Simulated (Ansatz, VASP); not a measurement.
**KSnCl3: VASP beside Ansatz**

Aim: how closely do two programs agree when they are given the same cell, functional and k mesh? The cell is generated by rule, not measured, and may not be a known phase. The cell is taken from a series of runs on this material, whose earlier steps may have relaxed, scaled, displaced or heated it; both programs get it as it stands.

Program: Ansatz 0.2.0. Level of theory: plane waves, with VASP 6.6.1 beside it; zone-centre phonons at LDA. Results are calculated unless marked as measured.

The structure was built from a prototype and need not be the compound's stable phase.

## (1) Starting point

The structure is cubic, space group Pm-3m (No. 221). The conventional cell has a = 5.398 Å, b = 5.398 Å, c = 5.398 Å, α = 90.00°, β = 90.00°, γ = 90.00°. Nearest to K lie 12 Cl at 3.82 Å. Nearest to Sn lie 6 Cl at 2.70 Å. Nearest to Cl lie 2 Sn at 2.70 Å and 4 K at 3.82 Å. Farther neighbours and most contacts between anions are not listed.

## (2) VASP: zone-centre phonons, LDA

Second derivatives magnify differences that forces hide, and they need a tight electronic threshold.

Lines of VASP's logs that name or quote its potential files are left out, and so is its time.

The input, INCAR:

```
SYSTEM = KSnCl3
PREC = Accurate
ENCUT = 500
EDIFF = 1E-08
NELM = 120
ISMEAR = 0
SIGMA = 0.02721
LREAL = .FALSE.
ALGO = Normal
GGA = CA
NBANDS = 28
LORBIT = 11
LWAVE = .FALSE.
LCHARG = .FALSE.
ISIF = 2
IBRION = 8
LASPH = .TRUE.
GGA_COMPAT = .FALSE.
EFERMI = MIDGAP
KPAR = 2
```

The input, POSCAR:

```
KSnCl3
1.0
    5.3980716364      0.0000000000      0.0000000000
    0.0000000000      5.3980716364      0.0000000000
    0.0000000000      0.0000000000      5.3980716364
K Sn Cl
1 1 3
Direct
    0.0000000000      0.0000000000      0.0000000000
    0.5000000000      0.5000000000      0.5000000000
    0.5000000000      0.5000000000      0.0000000000
    0.5000000000      0.0000000000      0.5000000000
    0.0000000000      0.5000000000      0.5000000000
```

The input, KPOINTS:

```
Automatic mesh
0
Gamma
6 6 6
0 0 0
```

The projector-augmented-wave data sets are K_sv, Sn_d and Cl (LDA family, release 64).

Run with:

```console
> mpirun -np 2 vasp_std
```

The program printed:

```text
[banner, memory and clock lines left out]
running    2 mpi-ranks, on    1 nodes
 distrk:  each k-point on    1 cores,    2 groups
 distr:  one band on    1 cores,    1 groups

 POSCAR found type information on POSCAR K SnCl
 POSCAR found :  3 types and       5 ions
 LDA part: xc-table for (Slater(with rela. corr.)+CA(PZ))
 , standard interpolation
 POSCAR, INCAR and KPOINTS ok, starting setup
 FFT: planning ... GRIDC
 FFT: planning ... GRID_SOFT
 FFT: planning ... GRID
 WAVECAR not read
 entering main loop
       N       E                     dE             d eps       ncg     rms          rms(c)
DAV:   1     0.424346728797E+03    0.42435E+03   -0.19583E+04  1124   0.157E+03
DAV:   2     0.390993445780E+02   -0.38525E+03   -0.37252E+03  1316   0.411E+02
DAV:   3    -0.168450654137E+02   -0.55944E+02   -0.54403E+02  1372   0.148E+02
DAV:   4    -0.194828182556E+02   -0.26378E+01   -0.26147E+01  1668   0.335E+01
DAV:   5    -0.195921303134E+02   -0.10931E+00   -0.10919E+00  1728   0.579E+00    0.758E+00
DAV:   6    -0.190132664871E+02    0.57886E+00   -0.12308E+00  1640   0.628E+00    0.463E+00
DAV:   7    -0.189555174292E+02    0.57749E-01   -0.27655E-01  1588   0.238E+00    0.183E+00
DAV:   8    -0.189464193730E+02    0.90981E-02   -0.38387E-02  1660   0.140E+00    0.192E-01
DAV:   9    -0.189453586577E+02    0.10607E-02   -0.51329E-03  1748   0.437E-01    0.984E-02
DAV:  10    -0.189451702327E+02    0.18843E-03   -0.91769E-04  1696   0.192E-01    0.343E-02
DAV:  11    -0.189451554389E+02    0.14794E-04   -0.92483E-05  1532   0.457E-02    0.154E-02
DAV:  12    -0.189451542829E+02    0.11559E-05   -0.13008E-05  1532   0.256E-02    0.359E-03
DAV:  13    -0.189451543179E+02   -0.34966E-07   -0.14909E-06  1548   0.641E-03    0.137E-03
DAV:  14    -0.189451543254E+02   -0.74965E-08   -0.29137E-07  1548   0.438E-03    0.682E-04
DAV:  15    -0.189451543198E+02    0.56066E-08   -0.20608E-08  1032   0.113E-03
   1 F= -.18945154E+02 E0= -.18945154E+02  d E =-.253668E-09
 Linear response reoptimize wavefunctions to high precision
DAV:   1    -0.189451543196E+02    0.23101E-09   -0.76357E-09  1244   0.521E-04
DAV:   2    -0.189451543196E+02    0.45475E-11   -0.59734E-10   796   0.174E-04
 Linear response DOF=           4
 Linear response progress:
  Degree of freedom:   1/  4
       N       E                     dE             d eps       ncg     rms          rms(c)
RMM:   1    -0.310567604474E+00   -0.31057E+00    0.14287E-01  3435   0.184E+00
RMM:   2    -0.314059590506E+00   -0.34920E-02   -0.26954E-02  4105   0.473E-01    0.438E-02
RMM:   3    -0.315972628925E+00   -0.19130E-02   -0.41164E-03  4495   0.158E-01    0.405E-02
RMM:   4    -0.316069699295E+00   -0.97070E-04   -0.24702E-04  4873   0.573E-02    0.321E-02
RMM:   5    -0.316099005607E+00   -0.29306E-04   -0.56241E-05  4857   0.270E-02    0.526E-03
RMM:   6    -0.316116313871E+00   -0.17308E-04   -0.14151E-05  4748   0.105E-02    0.428E-03
RMM:   7    -0.316118402787E+00   -0.20889E-05   -0.15206E-06  4972   0.494E-03    0.214E-03
RMM:   8    -0.316113431584E+00    0.49712E-05   -0.45331E-07  4991   0.211E-03    0.920E-04
RMM:   9    -0.316110386060E+00    0.30455E-05   -0.19928E-07  5155   0.102E-03    0.246E-04
RMM:  10    -0.316109191592E+00    0.11945E-05    0.91699E-08  5132   0.510E-04    0.326E-05
RMM:  11    -0.316109304651E+00   -0.11306E-06   -0.17515E-07  5242   0.320E-04    0.640E-05
RMM:  12    -0.316108988410E+00    0.31624E-06   -0.66458E-08  5159   0.239E-04    0.343E-05
RMM:  13    -0.316108751129E+00    0.23728E-06   -0.11158E-07  5128   0.193E-04    0.656E-06
RMM:  14    -0.316108792312E+00   -0.41183E-07   -0.90234E-08  4850   0.170E-04    0.316E-06
[...]
RMM:  23    -0.316108768304E+00    0.29451E-09   -0.10368E-07  4105   0.146E-04    0.983E-07
RMM:  24    -0.316108767196E+00    0.11081E-08   -0.10590E-07  4175   0.146E-04    0.821E-07
RMM:  25    -0.316108765307E+00    0.18886E-08   -0.10474E-07  4230   0.146E-04    0.415E-07
RMM:  26    -0.316108764458E+00    0.84936E-09   -0.10654E-07  4116   0.146E-04    0.252E-07
RMM:  27    -0.316108764173E+00    0.28475E-09   -0.10576E-07  4054   0.146E-04    0.195E-07
RMM:  28    -0.316108763858E+00    0.31498E-09   -0.10747E-07  4050   0.146E-04    0.144E-07
RMM:  29    -0.316108763615E+00    0.24329E-09   -0.10632E-07  4032   0.146E-04    0.107E-07
RMM:  30    -0.316108763294E+00    0.32041E-09   -0.10893E-07  4042   0.146E-04    0.910E-08
 first order change of Fermi-energy  -0.44973E-02
 force on displaced ion       1 direction 1 :   0.354   0.000  -0.000
 Linear response progress:
  Degree of freedom:   2/  4
       N       E                     dE             d eps       ncg     rms          rms(c)
RMM:   1    -0.221864706430E+00   -0.22186E+00    0.39432E-01  3031   0.840E+00
RMM:   2    -0.226700811996E+00   -0.48361E-02   -0.16981E-02  3803   0.627E-01    0.141E-01
RMM:   3    -0.226375988877E+00    0.32482E-03   -0.11742E-03  4041   0.169E-01    0.845E-02
RMM:   4    -0.225996366797E+00    0.37962E-03   -0.14252E-04  4310   0.606E-02    0.183E-02
RMM:   5    -0.225980770243E+00    0.15597E-04   -0.16200E-05  4635   0.188E-02    0.608E-03
RMM:   6    -0.225999355029E+00   -0.18585E-04   -0.31363E-06  4742   0.757E-03    0.162E-03
RMM:   7    -0.226005269038E+00   -0.59140E-05   -0.90120E-07  4987   0.320E-03    0.924E-04
RMM:   8    -0.226007902217E+00   -0.26332E-05   -0.59413E-07  4832   0.168E-03    0.118E-04
RMM:   9    -0.226007491778E+00    0.41044E-06   -0.23462E-07  5135   0.950E-04    0.408E-05
RMM:  10    -0.226007695063E+00   -0.20329E-06   -0.11808E-07  5213   0.635E-04    0.404E-05
RMM:  11    -0.226008067395E+00   -0.37233E-06   -0.22242E-08  5205   0.472E-04    0.108E-05
RMM:  12    -0.226008109495E+00   -0.42100E-07   -0.25429E-09  5348   0.374E-04    0.717E-06
RMM:  13    -0.226008183176E+00   -0.73681E-07   -0.45212E-08  5305   0.313E-04    0.201E-06
RMM:  14    -0.226008192285E+00   -0.91093E-08   -0.33466E-08  5273   0.275E-04    0.264E-06
 first order change of Fermi-energy  -0.13993E-03
 force on displaced ion       2 direction 1 :  -2.501   0.000  -0.000
 Linear response progress:
  Degree of freedom:   3/  4
       N       E                     dE             d eps       ncg     rms          rms(c)
RMM:   1    -0.198666176686E+00   -0.19867E+00    0.14685E-02  6935   0.165E+00
RMM:   2    -0.198701291951E+00   -0.35115E-04   -0.37721E-03  6380   0.272E-01    0.450E-02
RMM:   3    -0.198995831173E+00   -0.29454E-03   -0.23282E-04  6696   0.779E-02    0.253E-02
RMM:   4    -0.199353657663E+00   -0.35783E-03   -0.98367E-05  6660   0.413E-02    0.111E-02
RMM:   5    -0.199340250331E+00    0.13407E-04   -0.10121E-05  7576   0.145E-02    0.608E-03
RMM:   6    -0.199314612894E+00    0.25637E-04   -0.19657E-06  7523   0.572E-03    0.114E-03
RMM:   7    -0.199322893175E+00   -0.82803E-05   -0.38639E-07  7656   0.248E-03    0.700E-04
RMM:   8    -0.199328437118E+00   -0.55439E-05    0.14761E-06  7548   0.141E-03    0.205E-04
RMM:   9    -0.199325978095E+00    0.24590E-05    0.76559E-06  7905   0.730E-04    0.639E-05
RMM:  10    -0.199326132900E+00   -0.15481E-06   -0.51400E-06  8244   0.444E-04    0.573E-05
RMM:  11    -0.199325924183E+00    0.20872E-06    0.20757E-06  8326   0.338E-04    0.154E-05
RMM:  12    -0.199326018011E+00   -0.93828E-07   -0.30412E-06  8409   0.276E-04    0.579E-06
RMM:  13    -0.199325965839E+00    0.52172E-07    0.88001E-07  8374   0.247E-04    0.755E-06
RMM:  14    -0.199325978787E+00   -0.12948E-07   -0.14528E-06  8252   0.230E-04    0.209E-06
RMM:  15    -0.199325982547E+00   -0.37598E-08    0.10931E-07  7954   0.221E-04    0.220E-06
RMM:  16    -0.199325983361E+00   -0.81380E-09   -0.85872E-07  7653   0.216E-04    0.105E-06
RMM:  17    -0.199325983190E+00    0.17104E-09   -0.43084E-08  7453   0.213E-04    0.127E-06
 first order change of Fermi-energy  -0.52970E-02
 force on displaced ion       3 direction 1 :   0.269   0.000   0.000
 Linear response progress:
  Degree of freedom:   4/  4
       N       E                     dE             d eps       ncg     rms          rms(c)
RMM:   1    -0.198987237437E+00   -0.19899E+00    0.69104E-02  4498   0.179E+00
RMM:   2    -0.199181233486E+00   -0.19400E-03   -0.43976E-03  3899   0.342E-01    0.154E-01
RMM:   3    -0.199847539922E+00   -0.66631E-03   -0.39037E-04  4011   0.989E-02    0.803E-02
RMM:   4    -0.200536835884E+00   -0.68930E-03   -0.17156E-04  3737   0.652E-02    0.137E-02
RMM:   5    -0.200511586580E+00    0.25249E-04   -0.97113E-06  4434   0.175E-02    0.842E-03
RMM:   6    -0.200448479478E+00    0.63107E-04   -0.51665E-06  4056   0.913E-03    0.214E-03
RMM:   7    -0.200468508701E+00   -0.20029E-04   -0.43194E-07  4437   0.305E-03    0.127E-03
RMM:   8    -0.200486060138E+00   -0.17551E-04   -0.80895E-07  4252   0.184E-03    0.619E-04
RMM:   9    -0.200484984762E+00    0.10754E-05    0.56545E-06  4889   0.714E-04    0.501E-04
RMM:  10    -0.200483450657E+00    0.15341E-05   -0.37679E-07  4771   0.426E-04    0.143E-04
RMM:  11    -0.200482017644E+00    0.14330E-05   -0.97427E-08  4876   0.326E-04    0.152E-04
RMM:  12    -0.200482288734E+00   -0.27109E-06   -0.22403E-06  4917   0.235E-04    0.752E-05
RMM:  13    -0.200482312673E+00   -0.23939E-07    0.90512E-07  5363   0.200E-04    0.346E-05
RMM:  14    -0.200482534240E+00   -0.22157E-06   -0.54711E-07  4957   0.190E-04    0.219E-05
[...]
RMM:  19    -0.200482439158E+00    0.48193E-08    0.21915E-07  4681   0.169E-04    0.573E-07
RMM:  20    -0.200482437654E+00    0.15037E-08   -0.16185E-07  4503   0.169E-04    0.101E-06
RMM:  21    -0.200482438530E+00   -0.87520E-09    0.19235E-07  4348   0.169E-04    0.278E-07
RMM:  22    -0.200482438498E+00    0.31306E-10   -0.15049E-07  4331   0.169E-04    0.767E-07
RMM:  23    -0.200482438576E+00   -0.78080E-10    0.19510E-07  4315   0.169E-04    0.303E-07
RMM:  24    -0.200482438592E+00   -0.15821E-10   -0.13486E-07  4335   0.169E-04    0.748E-07
RMM:  25    -0.200482438550E+00    0.41753E-10    0.14105E-07  4318   0.169E-04    0.334E-07
RMM:  26    -0.200482438473E+00    0.77262E-10   -0.51571E-08  4335   0.169E-04    0.745E-07
 first order change of Fermi-energy   0.19628E-02
 force on displaced ion       3 direction 3 :   0.000   0.000  -0.910
 Linear response finished
```

(Part 1 of 2 ends here.)

[Lines on the potential files, build, host, timing and source positions are cut from VASP's logs without a mark.]

[Logs are printed without paths, hosts, clocks, repeated set-up lines and the standing remarks that a program may print on its own settings, such as how far it seeks lower states.]

[Hosts, paths, dates, database ids (printed as entryN), source tags and the programs' standing remarks are cut or masked in the printed files.]
